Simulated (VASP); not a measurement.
A VASP calculation is set up with these files.

INCAR:
```
! general
SYSTEM  = As
PREC    = Accurate
ENCUT   = 520   ! plane-wave cut-off (eV)
LREAL   = .FALSE.   ! projection in real space or not
LASPH   = .TRUE.

! electronic loop
EDIFF   = 1E-6   ! SCF stop (eV)
NELM    = 100
ALGO    = Normal
LMAXMIX = 4   ! l cut-off of mixed one-centre charges

! smearing
ISMEAR  = 1   ! Methfessel-Paxton
SIGMA   = 0.1   ! width (eV)

! ions
IBRION  = 2   ! conjugate gradients
NSW     = 60   ! most ionic steps
ISIF    = 3
EDIFFG  = -0.01

! output
LWAVE   = .FALSE.
LCHARG  = .FALSE.
```

File POSCAR:
```
As
1
    3.5020900376    -1.8834124083    -0.0570860850
    3.5020900376     1.8834124083    -0.0570860850
    2.5400069263    -0.0000000000     3.0599834944
As
2
Direct
  0.2307309920   0.2307309920   0.2307309920
  0.7692690080   0.7692690080   0.7692690080
```

### KPOINTS
```
Automatic mesh
0
Gamma
11 11 11
0 0 0
```

POTCAR, in this order: As (LDA.64 set). Program: vasp_std.

Problem. Write an equivalent input for Ansatz.

Solution. One equivalent input (not run):
Ansatz 0.2 input:
```yaml
crystal:
  lattice:
    - [3.5020900, -1.8834124, -0.0570861]
    - [3.5020900, 1.8834124, -0.0570861]
    - [2.5400069, 0.0000000, 3.0599835]
  atoms:
    - { symbol: As, position: [0.2307310, 0.2307310, 0.2307310] }
    - { symbol: As, position: [0.7692690, 0.7692690, 0.7692690] }
kpoints:
  mp_grid: { grid: [11, 11, 11] }
hamiltonian:
  xc: lda
  pseudopotentials: { kind: paw }
scf:
  occupations: { method: methfessel_paxton, width: 0.1 }
  max_iter: 100
relax:
  max_steps: 60
  f_tol: 0.01
  cell: {}
output: { forces: true, stress: true, eigenvalues: true }
```
Limits of the translation: each code has its own PAW files, so the cut-off isn't converted (ENCUT is set for VASP's; basis.ecutwfc is left out, and Ansatz then takes the one that its files recommend); Ansatz stops its SCF on the density residual and VASP on the energy change (EDIFF); Ansatz's lda is the Perdew-Wang form, while the LDA potentials of VASP carry Perdew-Zunger's.

The compound is As in the a7 structure. It was relaxed first. The start is the result of an earlier pass.
